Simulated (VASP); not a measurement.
# YAl7 in VASP: a series of runs, part 2 of 2

VASP 6.6.1. The steps go on from the part before.

### Step 3. Single point, PBE

File INCAR:

```
SYSTEM = YAl7
ALGO     = Normal         ! electronic algorithm
EDIFF    = 1E-6           ! SCF threshold, eV
ENCUT    = 520            ! plane-wave cutoff, eV
GGA      = PE             ! functional
ISIF     = 2              ! what is computed and relaxed
ISMEAR   = -1             ! smearing method
ISYM     = 0            
LASPH    = .True.         ! aspherical terms in the spheres
LCHARG   = .False.        ! write CHGCAR
LREAL    = Auto         
LWAVE    = .False.        ! write WAVECAR
NBANDS   = 46             ! bands
NELM     = 100            ! most SCF steps
PREC     = Accurate       ! precision mode
SIGMA    = 0.0517         ! smearing width, eV
```

File KPOINTS:

```
Automatic mesh
0
Gamma
  1 1 1
  0.25 0.25 0.25
```

File POSCAR:

```
YAl7
1.0
    6.7604440000     -0.0984910000     -0.0055720000
   -0.0984910000      6.7085100000     -0.1408520000
   -0.0055720000     -0.1408520000      6.4081030000
Al Y
14 2
Direct
    0.7157952548      0.1405661213      0.7757066999
    0.9004047729      0.3683481671      0.4336082974
    0.4830826625      0.8840504703      0.4905370612
    0.6568879267      0.6258786946      1.2714688646
    0.9376687852      0.4145207111      0.0164669266
    0.9071564835      0.8503917592      0.9775073927
    0.5706692740      0.0907213753      0.1389860707
    0.5080175908      0.7776962429      0.9162586409
    0.8125326893      0.6679029195      0.6445294175
    0.8630111467     -0.0057488034      0.3929888405
    0.4355753676      0.3851442562     -0.0393686923
    0.1896244682      0.6440605482      0.6930063084
    0.5115093203      0.3843058803      0.5474595808
    0.1855026899      0.1738013800      0.2494032778
    0.1687888875      0.1096124315      0.7347421884
    0.2030779942      0.6825112764      0.2317281150
```

Potentials or basis: VASP PAW PBE potentials, release 64 (Al, Y_sv).

Started as:

```sh
$ cat potpaw_PBE.64/Al/POTCAR potpaw_PBE.64/Y_sv/POTCAR > POTCAR
$ mpirun -np 1 vasp_std > vasp.out
```

OUTCAR:

```text
SYSTEM = YAl7
   EDIFF = 1E-6
   ENCUT = 520
   GGA = PE
   ISIF = 2
   ISMEAR = -1
   ISYM = 0
   LASPH = .True.
   LREAL = Auto
   NELM = 100
   PREC = Accurate

 ion  position               nearest neighbor table
   1  0.716  0.141  0.776-   7 2.56  13 2.66   6 2.74   5 2.76  11 2.78  10 2.80   3 2.89   8 2.95
                             2 2.98  15 3.09   9 3.33  15 3.71
   2  0.900  0.368  0.434-   9 2.46  10 2.52  14 2.61   4 2.66   5 2.72  13 2.73   1 2.98  12 3.09
                            16 3.21  15 3.24
   3  0.483  0.884  0.491-   4 2.50  10 2.73   7 2.75  16 2.80   8 2.86  12 2.87   1 2.89   9 2.89
                            15 3.04  14 3.27  13 3.36
   4  0.657  0.626  0.271-   3 2.50   9 2.61  13 2.62   2 2.66   8 2.74   5 2.87  10 2.88  11 2.90
                             6 2.96  16 3.11   7 3.34  16 3.71
   5  0.938  0.415  0.016-   2 2.72   1 2.76  16 2.82  14 2.83   4 2.87   6 2.96  12 3.12   9 3.12
                            15 3.13
   6  0.907  0.850  0.978-   9 2.49   1 2.74   8 2.75  10 2.81  16 2.86  15 2.94   5 2.96   4 2.96
                            12 2.97   7 2.99  14 3.27
   7  0.571  0.091  0.139-   8 2.51  11 2.52   1 2.56  10 2.67   3 2.75  14 2.77   6 2.99  13 3.24
                             4 3.34  16 3.71  15 3.76
   8  0.508  0.778  0.916-   7 2.51  11 2.69  12 2.69   4 2.74   6 2.75   9 2.79   3 2.86   1 2.95
                            16 2.97  15 3.48
   9  0.813  0.668  0.645-   2 2.46   6 2.49  12 2.58   4 2.61  10 2.79   8 2.79  13 2.80   3 2.89
                             5 3.12   1 3.33  16 3.74  15 3.79
  10  0.863  0.994  0.393-   2 2.52  14 2.65   7 2.67   3 2.73   9 2.79   1 2.80   6 2.81   4 2.88
                            15 3.07  16 3.29
  11  0.436  0.385  0.961-   7 2.52   8 2.69  13 2.70   1 2.78  15 2.89  14 2.90   4 2.90  12 3.02
                            16 3.06
  12  0.190  0.644  0.693-   9 2.58   8 2.69   3 2.87  13 2.96   6 2.97  16 2.98  11 3.02   2 3.09
                             5 3.12  15 3.13  16 3.45  15 3.61
  13  0.512  0.384  0.547-   4 2.62   1 2.66  11 2.70   2 2.73   9 2.80  12 2.96  14 3.17  15 3.19
                             7 3.24   3 3.36  16 3.61
  14  0.186  0.174  0.249-   2 2.61  10 2.65   7 2.77   5 2.83  11 2.90  15 3.16  13 3.17   3 3.27
                             6 3.27  16 3.30  15 3.31  16 3.42
  15  0.169  0.110  0.735-  11 2.89   6 2.94   3 3.04  10 3.07   1 3.09   5 3.13  12 3.13  14 3.16
                            13 3.19   2 3.24  14 3.31   8 3.48  12 3.61   1 3.71   7 3.76   9 3.79
  16  0.203  0.683  0.232-   3 2.80   5 2.82   6 2.86   8 2.97  12 2.98  11 3.06   4 3.11   2 3.21
[... 141 lines left out ...]
 number of electron      64.0000000 magnetization

 Free energy of the ion-electron system (eV)
  ---------------------------------------------------
  ext. energy  EPLUGINS =         0.00000000
  ---------------------------------------------------
  free energy    TOTEN  =       -66.30602760 eV

  energy without entropy =      -66.29294086  energy(sigma->0) =      -66.29948423

 E-fermi :   7.0895     XC(G=0): -10.0904

 val. band max:        6.8585861390   @ k =   0.2500   0.2500   0.2500
 cond. band min:       7.3198630885   @ k =   0.2500   0.2500   0.2500
 fundamental gap:      0.4612769495
 Fermi energy:         7.0895145228

 k-point     1 :       0.2500    0.2500    0.2500
  band No.  band energies     occupation
      1     -35.4733      2.00000
      2     -35.2195      2.00000
      3     -15.6107      2.00000
      4     -15.5692      2.00000
      5     -15.4575      2.00000
      6     -15.4030      2.00000
[... 36 lines left out ...]
     43       9.4237      0.00000
     44       9.5304      0.00000
 [bands above 44 left out]

------------------------ aborting loop because EDIFF is reached ----------------------------------------

  FORCE on cell =-STRESS in cart. coord.  units (eV):
  Direction    XX          YY          ZZ          XY          YZ          ZX
  --------------------------------------------------------------------------------------
  -------------------------------------------------------------------------------------
  Total        6.2654539      8.4180597     10.1450849     -2.6473876     -5.5480302     -4.8106306
  in kB       34.5641838     46.4393109     55.9666682    -14.6046550    -30.6064237    -26.5384636
  external PRESSURE =      45.6567210 kB  Pullay stress =       0.0000000 kB

 VOLUME and BASIS-vectors are now :
 -----------------------------------------------------------------------------
  energy-cutoff  :      520.00
  volume of cell :      290.43
      direct lattice vectors                 reciprocal lattice vectors
     6.760444000 -0.098491000 -0.005572000     0.147951123  0.002175850  0.000176473
    -0.098491000  6.708510000 -0.140852000     0.002175850  0.149165221  0.003280588
    -0.005572000 -0.140852000  6.408103000     0.000176473  0.003280588  0.156124685

 POSITION                                       TOTAL-FORCE (eV/Angst)
 -----------------------------------------------------------------------------------
      4.82093      0.76323      4.94702         0.265899     -0.149197     -0.851499
      6.04844      2.32131      2.72171         0.327843     -0.497209     -0.376279
      3.17605      5.81399      3.01620        -0.373447      0.641751      0.686976
      4.37770      4.09578      1.64778         0.868393     -0.015514     -1.268063
      6.29814      2.68614      0.04191         0.037714     -0.055440      0.214557
      6.04358      5.47783      6.13913        -0.383860      0.196239      0.817550
[... 8 lines left out ...]
      1.12620      0.61522      4.69192         0.280809     -0.086891     -0.362295
      1.30439      4.52599      1.38767        -0.502372      0.307199      0.734557
 -----------------------------------------------------------------------------------
    total drift:                               -0.005066     -0.007697     -0.005808

  FREE ENERGIE OF THE ION-ELECTRON SYSTEM (eV)
  ---------------------------------------------------
  free  energy   TOTEN  =       -66.3060275967 eV

  energy  without entropy=      -66.2929408623  energy(sigma->0) =      -66.29948423
```

OSZICAR:

```text
N       E                     dE             d eps       ncg     rms          rms(c)
DAV:   1     0.195104948381E+03    0.19510E+03   -0.25315E+04    92   0.119E+03
DAV:   2    -0.494937557450E+02   -0.24460E+03   -0.23078E+03   106   0.228E+02
DAV:   3    -0.667575885748E+02   -0.17264E+02   -0.16852E+02   136   0.422E+01
DAV:   4    -0.681476030477E+02   -0.13900E+01   -0.13793E+01   144   0.108E+01
DAV:   5    -0.681929725231E+02   -0.45369E-01   -0.45358E-01   128   0.202E+00    0.360E+01
DAV:   6    -0.665567647179E+02    0.16362E+01   -0.28739E+00   120   0.552E+00    0.238E+01
DAV:   7    -0.663564872913E+02    0.20028E+00   -0.25409E+00   136   0.488E+00    0.508E+00
DAV:   8    -0.663119679566E+02    0.44519E-01   -0.35962E-01   106   0.195E+00    0.198E+00
DAV:   9    -0.663068503656E+02    0.51176E-02   -0.56674E-02   120   0.817E-01    0.717E-01
DAV:  10    -0.663060978923E+02    0.75247E-03   -0.37659E-03   114   0.231E-01    0.306E-01
DAV:  11    -0.663060307937E+02    0.67099E-04   -0.43312E-04   112   0.100E-01    0.582E-02
DAV:  12    -0.663060298127E+02    0.98098E-06   -0.10530E-04   138   0.301E-02    0.623E-02
DAV:  13    -0.663060270802E+02    0.27325E-05   -0.18611E-05   112   0.186E-02    0.169E-02
DAV:  14    -0.663060275967E+02   -0.51652E-06   -0.13543E-06    66   0.491E-03
   1 F= -.66306028E+02 E0= -.66299484E+02  d E =-.130867E-01
```

Run time: 28 s. Hardware: 1 thread of Intel Xeon 6975P-C (Granite Rapids), shared host; peak memory 0.32 GiB.

What came out:

| Quantity | Value |
| --- | --- |
| Free energy | -66.3060 eV |
| Pressure | 4.6 GPa |
| Largest force | 1.537 eV/Å |
| Band gap on the k mesh | 0.46 eV, direct |

Forces on the atoms (eV/Å):
```
Al   0.266 -0.149 -0.851
Al   0.328 -0.497 -0.376
Al  -0.373  0.642  0.687
Al   0.868 -0.016 -1.268
Al   0.038 -0.055  0.215
Al  -0.384  0.196  0.818
Al  -0.217 -0.642  1.338
Al   0.430  0.202 -0.952
Al  -0.544  0.843 -0.122
Al   0.426 -0.532  0.330
Al  -0.658  0.452 -0.282
Al   0.457 -0.529  0.815
Al  -1.110 -0.058 -0.219
Al   0.696 -0.078 -0.503
Y    0.281 -0.087 -0.362
Y   -0.502  0.307  0.735
```

### Step 4. Single point, PBE

File INCAR:

```
ALGO = Normal
EDIFF = 1E-6
ENCUT = 520
GGA = PE
ISIF = 2
ISMEAR = -1
ISYM = 0
LASPH = True
LCHARG = True
LELF = True
LREAL = Auto
LVHAR = True
LWAVE = False
NBANDS = 46
NELM = 100
PREC = Accurate
SIGMA = 0.0517
```

KPOINTS is that of step 3.

File POSCAR:

```
YAl7
1.0
    6.7604440000     -0.0984910000     -0.0055720000
   -0.0984910000      6.7085100000     -0.1408520000
   -0.0055720000     -0.1408520000      6.4081030000
Al Y
14 2
Direct
    0.6941536977      0.1671965074      0.7160533760
    0.9125577730      0.3392852755      0.3979136699
    0.4789092077      0.8771165199      0.4753762694
    0.6850250900      0.6260748708      1.2121356129
    0.9635812802      0.4116674114     -0.0301957922
    0.8896554777      0.8377030271      0.9603063976
    0.6537961216      0.1429160461      0.1357005284
    0.4469380781      0.8645539471      0.9309162933
    0.7821717836      0.6808495349      0.6322667223
    0.8902264467     -0.0298532109      0.3726332828
    0.4103523025      0.3621351974     -0.0985816005
    0.1663714459      0.6197476369      0.7159509945
    0.4675304993      0.4323805925      0.5134892106
    0.2441057913      0.1726129514      0.2188998892
    0.1525538196      0.0991748186      0.6648828837
    0.1644604932      0.6833804116      0.2487678290
```

Started as:

```sh
$ cat potpaw_PBE.64/Al/POTCAR potpaw_PBE.64/Y_sv/POTCAR > POTCAR
$ mpirun -np 1 vasp_std > vasp.out
```

Wall time 32 s (1 thread of Intel Xeon 6975P-C (Granite Rapids), shared host); peak memory 0.32 GiB.

Results (log left out):

```
Free energy            : -66.5198 eV
Pressure               : 4.7 GPa
Largest force          : 1.468 eV/Å
Band gap on the k mesh : 0.50 eV, direct
```

Forces in eV/Å, atoms in the order of the input:
```
Al   0.352 -0.564 -0.490
Al  -0.824  1.079 -0.455
Al  -0.045  0.235 -0.423
Al  -0.293 -0.241  0.116
Al  -0.221 -0.678  0.980
Al   0.027  1.025  0.183
Al  -0.124  0.317  0.163
Al   0.788  0.023  0.172
Al   0.218 -0.629 -1.309
Al  -0.822  0.013 -0.195
Al  -0.293  0.754  0.971
Al   0.544  0.403 -0.360
Al   0.172 -0.340 -0.382
Al  -0.245 -0.705 -0.511
Y    0.264 -0.172  1.209
Y    0.500 -0.520  0.330
```

Stress tensor (GPa, compression positive):
```
 6.90 -1.15 -0.43
-1.15  3.33 -5.05
-0.43 -5.05  3.74
```

Levels at points of the mesh, in eV from the valence-band top:
```
           k point  band 29  band 30  band 31  band 32  band 33  band 34  band 35  band 36
(0.25, 0.25, 0.25)    -0.75    -0.51    -0.19     0.00     0.50     0.69     1.03     1.34
```

### Step 5. Molecular dynamics, PBE

File INCAR:

```
  ALGO = Normal
  EDIFF = 1E-5
  ENCUT = 520
  GGA = PE
  IBRION = 0
  ISIF = 2
  ISMEAR = -1
  ISYM = 0
  LANGEVIN_GAMMA = 30 30
  LASPH = True
  LCHARG = False
  LREAL = Auto
  LWAVE = False
  MDALGO = 3
  NBANDS = 46
  NELM = 100
  NELMIN = 4
  NSW = 40
  POTIM = 3.0
  PREC = Accurate
  RANDOM_SEED = 71612 0 0
  SIGMA = 0.0517
  TEBEG = 600.0
  TEEND = 600.0
```

KPOINTS is that of step 4.

File POSCAR:

```
YAl7
1.0
    6.7604440000     -0.0984910000     -0.0055720000
   -0.0984910000      6.7085100000     -0.1408520000
   -0.0055720000     -0.1408520000      6.4081030000
Al Y
14 2
Direct
    0.6990798451      0.1461878953      0.7243186767
    0.7342977586      0.3427707988      0.3632480349
    0.4923725417      0.8092029235      0.3745517244
    0.7337535982      0.5977660526      0.9978023924
    0.9747439300      0.2968591126      0.0660161093
    0.9481544524      0.9225297764      0.9777935859
    0.6015548300      0.0568960046      0.1107352191
    0.4494649111      0.8408366158      0.7885059161
    0.8045607409      0.7303724125      0.5948218713
    0.9319990936      0.0142318433      0.3742175683
    0.3658640357      0.4375786636      0.0410229449
    0.1119539780      0.6272306654      0.7982520984
    0.4810202306      0.4545137074      0.6134928704
    0.2553818376      0.0202473932      0.1703313558
    0.1561731843      0.1378274811      0.6887983745
    0.1219650962      0.5844903700      0.3359686028
```

Started as:

```sh
$ cat potpaw_PBE.64/Al/POTCAR potpaw_PBE.64/Y_sv/POTCAR > POTCAR
$ mpirun -np 1 vasp_std > vasp.out
```

It took 7 min on 1 thread of Intel Xeon 6975P-C (Granite Rapids), shared host; peak memory 0.37 GiB.

### Step 6. Single point, PBE

This run uses another cell than the first one, of 18.65 Å³/atom, 1.027 times its volume.

File INCAR:

```
SYSTEM = YAl7
ALGO = Fast ; EDIFF = 1E-6
ENCUT = 520 ; GGA = PE
ISIF = 2 ; ISMEAR = 0
LASPH = .TRUE. ; LCHARG = .TRUE.
LELF = .TRUE. ; LREAL = Auto
LVHAR = .TRUE. ; LWAVE = .FALSE.
NBANDS = 46 ; NELM = 100
PREC = Accurate ; SIGMA = 0.1
```

File KPOINTS:

```
k-points
0
G
  5 5 6
  0 0 0
```

File POSCAR:

```
YAl7
1.0
    6.5792560000     -0.2106350000      0.0085620000
   -0.1952950000      7.5427110000     -0.1645270000
    0.0092940000     -0.1888160000      6.0207420000
Al Y
14 2
Direct
    0.6907992832      0.1536262309      0.7128869822
    0.9671851080      0.3603706748      0.4415501795
    0.5030703789      0.8504856393      0.4671428272
    0.6975309720      0.6162997198      0.1872700564
    0.9712069841      0.3638611564      0.9649872943
    0.8887995786      0.9164738080      0.9636002327
    0.6424993046      0.1614604533      0.2199341526
    0.4996183693      0.8536509153      0.9370257453
    0.7459227756      0.6082709146      0.6802902458
    0.8852501139      0.9191055117      0.4334880148
    0.4170552137      0.4054365245      0.9357217738
    0.1707867346      0.6457084844      0.7021118812
    0.4211343332      0.4091396144      0.4586772285
    0.2178746340      0.1235529366      0.1982715935
    0.2195824018      0.0761840970      0.6983420265
    0.1687169232      0.6934381714      0.2021102805
```

Potentials or basis: VASP PAW PBE potentials, release 64 (Al, Y_sv).

Started as:

```sh
$ cat potpaw_PBE.64/Al/POTCAR potpaw_PBE.64/Y_sv/POTCAR > POTCAR
$ mpirun -np 1 vasp_std > vasp.out
```

It took 24 min on 1 thread of Intel Xeon 6975P-C (Granite Rapids), shared host; peak memory 0.78 GiB.

The run converged. Its results:

```yaml
Free_energy: -66.8534 eV
Pressure: 0.0 GPa
Largest_force: 0.207 eV/Å
Band_gap_on_the_k_mesh: none (metal or under the smearing width)
```

Forces on the atoms (eV/Å):
```
Al   0.041  0.129  0.039
Al   0.004 -0.075 -0.022
Al  -0.050 -0.070  0.118
Al  -0.043 -0.127 -0.040
Al  -0.183 -0.077  0.002
Al   0.015 -0.022  0.060
Al   0.144  0.042 -0.137
Al  -0.015  0.013 -0.058
Al  -0.144 -0.048  0.140
Al   0.046  0.075 -0.119
Al   0.189  0.083 -0.001
Al   0.042  0.157 -0.026
Al  -0.002  0.076  0.023
Al  -0.043 -0.154  0.028
Y   -0.053  0.194  0.013
Y    0.055 -0.196 -0.019
```

Stress tensor (GPa, compression positive):
```
 1.95  0.03  0.56
 0.03 -1.24  2.08
 0.56  2.08 -0.62
```

Levels at points of the mesh, in eV from the Fermi level:
```tsv
k point	band 30	band 31	band 32	band 33	band 34	band 35
(0.00, 0.00, 0.00)	-0.99	-0.86	-0.38	-0.07	0.00	0.48
(0.00, 0.00, 0.50)	0.12	0.32	0.43	0.84	0.90	1.07
```

### Step 7. Summary

```tsv
task	cell	k mesh	smearing	gap on the mesh (eV)	pressure (GPa)	largest force (eV/Å)
single point	P1, 18.15 Å³/atom	1 × 1 × 1, shifted	fermi-dirac 0.0517 eV	0.50	4.7	1.47
molecular dynamics	P1, 18.15 Å³/atom	1 × 1 × 1, shifted	fermi-dirac 0.0517 eV	-	-	-
single point	P1, 18.65 Å³/atom	5 × 5 × 6	gaussian 0.1 eV	none	0.0	0.21
```

Some of these runs hold the atoms at other places in the same cell, which the table doesn't show; runs alike in all that it shows share one row.

Alike in all rows: level PBE; potentials or basis VASP PAW PBE potentials, release 64 (Al, Y_sv); no spin polarisation; cutoff (eV) 520.

Absolute energies hang on the potentials; compare differences alone.
